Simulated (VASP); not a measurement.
OSZICAR of a VASP run on GaN (wurtzite):

OSZICAR:
```
       N       E                     dE             d eps       ncg     rms          rms(c)
DAV:   1     0.269129707374E+03    0.26913E+03   -0.18456E+04  1664   0.306E+03
DAV:   2     0.877682246778E+00   -0.26825E+03   -0.26099E+03  1672   0.536E+02
DAV:   3    -0.276188171061E+02   -0.28496E+02   -0.28358E+02  1860   0.159E+02
DAV:   4    -0.283990961225E+02   -0.78028E+00   -0.77923E+00  2058   0.298E+01
DAV:   5    -0.284121160348E+02   -0.13020E-01   -0.13017E-01  1822   0.335E+00    0.172E+01
DAV:   6    -0.241690392515E+02    0.42431E+01   -0.15692E+01  2798   0.647E+01    0.188E+01
DAV:   7    -0.243550688609E+02   -0.18603E+00   -0.22905E+00  1650   0.147E+01    0.178E+01
DAV:   8    -0.243455894479E+02    0.94794E-02   -0.33940E-01  2676   0.835E+00    0.279E+00
DAV:   9    -0.243181464439E+02    0.27443E-01   -0.12446E-01  2764   0.520E+00    0.847E-01
DAV:  10    -0.243198550727E+02   -0.17086E-02   -0.72034E-03  1814   0.124E+00    0.128E+00
DAV:  11    -0.243195398951E+02    0.31518E-03   -0.39019E-03  2396   0.867E-01    0.313E-01
DAV:  12    -0.243195542446E+02   -0.14349E-04   -0.29523E-04  1690   0.171E-01    0.105E-01
DAV:  13    -0.243195535584E+02    0.68616E-06   -0.21221E-05  2176   0.388E-02    0.441E-02
DAV:  14    -0.243195534562E+02    0.10224E-06   -0.82978E-06  1802   0.368E-02
   1 F= -.24319553E+02 E0= -.24319553E+02  d E =-.689236E-18
```

Q: Which electronic solver shows in the log?

A: It is blocked Davidson (ALGO = Normal, or the opening steps of other solvers). The INCAR had ALGO = Normal.

Q: Can the final energy be trusted as converged?

A: Self-consistency was reached. It stopped with EDIFF = 1E-6, NELM = 100 (PBE GGA, plane waves, VASP's PBE PAW potentials (set 64)).

The compound is GaN in the wurtzite structure. The cell was not relaxed at this level. The run is one of a series of settings (POTCAR Ga_d N_s (PBE.64 set) against the base run), some of them coarse on purpose.
